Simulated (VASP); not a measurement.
Mn2C:

```
Mn C
1.0
     2.78073    0.00000    0.00000
    -1.39036    2.40818    0.00000
     0.00000    0.00000    6.22610
Mn C
2 1
Direct
  0.00000 0.00000 0.70042
  0.00000 0.00000 0.29958
  0.00000 0.00000 0.00000
```

The cell was built by a generator and needn't be a form met in nature.

* Program: VASP 6.6.1
* Task: relaxation of cell and atoms
* Functional: PBE
* Potentials or basis: VASP PAW PBE potentials, release 64 (Mn_pv, C)
* Cutoff: 520 eV
* k mesh: 8 × 8 × 4
* Occupations: gaussian, width 0.15 eV
* Spin: collinear spin, ferromagnetic start
* Starting moments: [4.0, 4.0, 0.0] μB

At the start: pressure -9.0 GPa; volume 13.90 Å³/atom.

Task: Where does the relaxation end?

Result: Over 8 steps the energy falls by 171.8 meV/atom and the volume is 11.10 Å³/atom (-20.1 %); space group P6/mmm (No. 191, to 0.05 Å); moment 3.06 μB per cell.

Step by step:
| step | energy change (eV) | largest force (eV/Å) | pressure (GPa) | volume (Å³) |
| --- | --- | --- | --- | --- |
| 1 | 0.0000 | 1.0643 | -9.00 | 41.69 |
| 2 | -0.2661 | 0.1536 | -6.07 | 37.16 |
| 3 | -0.2651 | 1.1394 | 0.61 | 35.51 |
| 4 | -0.2798 | 0.5897 | -3.20 | 36.38 |
| 5 | -0.4164 | 0.9400 | 2.43 | 33.99 |
| 6 | -0.4332 | 1.0644 | 6.30 | 33.07 |
| 7 | -0.5142 | 0.1229 | 0.57 | 33.33 |
| 8 | -0.5153 | 0.0045 | 0.42 | 33.31 |

Final structure:
```xyz
3
Lattice="2.5068 0.0000 0.0000 -1.2534 2.1709 0.0000 0.0000 0.0000 6.1205" Properties=species:S:1:pos:R:3 pbc="T T T"
Mn    0.0000    0.0000    4.3476
Mn    0.0000    0.0000    1.7729
C     0.0000    0.0000    0.0000
```

Caveat: the volume moved by over 15 % at a fixed basis, so the end points are rough.
